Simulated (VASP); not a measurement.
These are PBE GGA with D3 dispersion (Becke-Johnson damping), VASP's PBE PAW potentials (set 64) (plane waves; VASP) values and carry that method's errors.

VASP ran on this input.

KPOINTS:
```
Automatic mesh
0
Gamma
1 1 1
0 0 0
```

INCAR:
```
SYSTEM  =  S atom
PREC  =  Normal; ENCUT  =  520; LREAL  =  .FALSE.
LASPH  =  .TRUE.; ISYM  =  0
EDIFF  =  1E-6; NELM  =  200; ALGO  =  All
ISMEAR  =  0; SIGMA  =  0.01
GGA  =  PE; IVDW  =  12
ISPIN  =  2; MAGMOM  =  2; NUPDOWN  =  2
LWAVE  =  .FALSE.; LCHARG  =  .FALSE.; LORBIT  =  10
```

**POSCAR**
```
S atom
1
   12.0000000000     0.0000000000     0.0000000000
    0.0000000000    12.5000000000     0.0000000000
    0.0000000000     0.0000000000    13.0000000000
S
1
Direct
  0.0000000000   0.0000000000   0.0000000000
```

POTCAR, in this order: S (PBE.64 set). Program: vasp_gam. Read from the step before: WAVECAR.

Output

File OSZICAR:
```
       N       E                     dE             d eps       ncg     rms           ort
SDA:   1    -0.879059593478E+00   -0.87906E+00    0.00000E+00     8   0.369E-07   0.000E+00
SDA:   2    -0.879059730151E+00   -0.13667E-06   -0.13692E-06     8   0.244E-05   0.267E-06
SDA:   3    -0.879073201844E+00   -0.13472E-04   -0.13472E-04     8   0.239E-03   0.242E-04
SDA:   4    -0.880695139782E+00   -0.16219E-02   -0.16219E-02     8   0.276E-01   0.259E-02
CGA:   5    -0.103916403279E+01   -0.15847E+00   -0.16228E+00     8   0.470E-01   0.568E-02
CGA:   6    -0.106424584146E+01   -0.25082E-01   -0.25086E-01     8   0.213E-01   0.189E-05
CGA:   7    -0.107014818003E+01   -0.59023E-02   -0.59059E-02     8   0.644E-02  -0.121E-04
CGA:   8    -0.107259058528E+01   -0.24424E-02   -0.24427E-02     8   0.197E-02   0.965E-06
CGA:   9    -0.107322279551E+01   -0.63221E-03   -0.63239E-03     8   0.561E-03   0.929E-06
CGA:  10    -0.107341459710E+01   -0.19180E-03   -0.19180E-03     8   0.132E-03  -0.330E-07
CGA:  11    -0.107345887459E+01   -0.44277E-04   -0.44272E-04     8   0.298E-04  -0.443E-07
CGA:  12    -0.107346951786E+01   -0.10643E-04   -0.10640E-04     8   0.823E-05  -0.313E-07
CGA:  13    -0.107347244989E+01   -0.29320E-05   -0.29242E-05     8   0.247E-05  -0.880E-07
CGA:  14    -0.107347351530E+01   -0.10654E-05   -0.10656E-05     8   0.105E-05  -0.688E-08
CGA:  15    -0.107347402959E+01   -0.51430E-06   -0.51459E-06     8   0.470E-06  -0.180E-09
   1 F= -.10735681E+01 E0= -.10735681E+01  d E =-.732775E-14  mag=     2.0000
```

### OUTCAR
```
------------------------ aborting loop because EDIFF is reached ----------------------------------------
 Edisp (eV)   -0.00009
  FORCE on cell =-STRESS in cart. coord.  units (eV):
  Direction    XX          YY          ZZ          XY          YZ          ZX
  --------------------------------------------------------------------------------------
  Total      -0.00808    -0.00879    -0.00924     0.00011     0.00015     0.00041
  in kB      -0.00664    -0.00722    -0.00759     0.00009     0.00012     0.00034
  external pressure =       -0.01 kB  Pullay stress =        0.00 kB
  volume of cell :     1950.00
      direct lattice vectors                 reciprocal lattice vectors
    12.000000000  0.000000000  0.000000000     0.083333333  0.000000000  0.000000000
     0.000000000 12.500000000  0.000000000     0.000000000  0.080000000  0.000000000
     0.000000000  0.000000000 13.000000000     0.000000000  0.000000000  0.076923077
 POSITION                                       TOTAL-FORCE (eV/Angst)
 -----------------------------------------------------------------------------------
      0.00000      0.00000      0.00000        -0.000000     -0.000000      0.000000
 -----------------------------------------------------------------------------------
    total drift:                               -0.000000     -0.000000      0.000000
  FREE ENERGIE OF THE ION-ELECTRON SYSTEM (eV)
  ---------------------------------------------------
  free  energy   TOTEN  =        -1.0735681432 eV

  energy  without entropy=       -1.0735681432  energy(sigma->0) =       -1.07356814

 total charge

# of ion       s       p       d       tot
------------------------------------------
    1        1.397   2.097   0.000   3.493

 magnetization (x)

# of ion       s       p       d       tot
------------------------------------------
    1        0.026   1.090   0.000   1.117
```
(Selected blocks of OUTCAR.)

The atom may not be in its lowest state.

The cell is a free atom in a box.
